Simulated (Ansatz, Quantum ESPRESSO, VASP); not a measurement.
RbPbF₃ (Pm-3m, 5 atoms in the cell) computed with different codes at matched settings

Self-consistent single point.

```
RbPbF3
1.0
    4.86172     0.00000     0.00000
    0.00000     4.86172     0.00000
    0.00000     0.00000     4.86172
Rb Pb F
1 1 3
Direct
  0.00000   0.00000   0.00000
  0.50000   0.50000   0.50000
  0.00000   0.50000   0.50000
  0.50000   0.00000   0.50000
  0.50000   0.50000   0.00000
```

Shared settings, as Ansatz (a first-principles code) writes them: kpoints.mp_grid.grid = 4 4 4; magnetization.spin_orbit = true; scf.occupations.method = fixed. Potentials and cutoffs stand in the table.

| code | model | pressure (GPa) | gap on the mesh (eV) | cutoff |
|---|---|---|---|---|
| VASP | PBEsol, spin-orbit coupling, VASP's PBE PAW potentials (set 64) | – | 1.948 | 400 eV |
| Quantum ESPRESSO | PBEsol, spin-orbit coupling, PseudoDojo fully relativistic norm-conserving (PBESOL) pseudopotentials | -1.81 | 1.795 | 85 Ry |
| Ansatz | PBEsol with spin-orbit coupling, PAW files made with PBE | -2.11 | 1.782 | default |

A dash marks a value that a program does not give, or that is left out as unsure.

Gaps are read on the mesh.

The spread over the programs that give each value: pressure within 0.30 GPa; gap on the mesh within 0.166 eV.

Ansatz's pressure is given at a fixed set of plane waves, as the other plane-wave codes print theirs; with its correction for the finite basis it is -1.89 GPa (the shift of 0.21 GPa shows how far the cutoff is from converged). In the gap, VASP (by 0.153) lies more than 0.12 eV from the median of the plane-wave programs.

VASP's run is marked for a possible Pulay error in its stress at this cutoff; no cutoff test was made.

VASP ran the fixed occupations as a Gaussian smearing of 0.01 eV.

The starting cell comes from a database of computed structures (which also holds hypothetical and non-ambient phases and stackings), without a prior relaxation at this level.

Left out of this page: Elk (unsound by tests on forces, stress, charge or solver warnings); FLEUR (with a known weakness of the program); SIESTA (not drawn, or without a comparable value).

Keys are those of Ansatz 0.2.
